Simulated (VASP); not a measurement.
TiB2:

```
Ti B
1.0
     3.02920    0.00000    0.00000
    -1.51460    2.62336    0.00000
     0.00000    0.00000    3.22840
Ti B
1 2
Direct
  0.00000 0.00000 0.00000
  0.33333 0.66667 0.50000
  0.66667 0.33333 0.50000
```

| Property | Result |
| --- | --- |
| Program | VASP 6.6.1 |
| Task | relaxation of cell and atoms |
| Functional | PBEsol |
| Potentials or basis | VASP PAW PBE potentials, release 64 (Ti_sv, B) |
| Cutoff | 600 eV |
| k mesh | 15 × 15 × 11 |
| Occupations | methfessel-paxton, width 0.1 eV |
| Spin | no spin polarisation |

At the start: pressure -4.8 GPa; volume 8.55 Å³/atom.

Question: Where does the relaxation end?

Answer: Over 4 steps the energy falls by 3.1 meV/atom and the volume is 8.38 Å³/atom (-2.0 %); space group P6/mmm (No. 191, to 0.05 Å).

Step by step:
| step | energy change (eV) | largest force (eV/Å) | pressure (GPa) | volume (Å³) |
| --- | --- | --- | --- | --- |
| 1 | 0.0000 | 0.0000 | -4.83 | 25.66 |
| 2 | -0.0026 | 0.0000 | 4.88 | 24.71 |
| 3 | -0.0086 | 0.0000 | 0.32 | 25.13 |
| 4 | -0.0094 | 0.0000 | 0.01 | 25.14 |

Final structure:
```
Ti B
1.0
     3.01877    0.00000    0.00000
    -1.50938    2.61433    0.00000
     0.00000    0.00000    3.18574
Ti B
1 2
Cartesian
  1.5094 2.6143 3.1857
  0.0000 1.7429 1.5929
  1.5094 0.8714 1.5929
```

Caveat: the PAW data sets were made with another functional, which shifts forces and pressure a little.
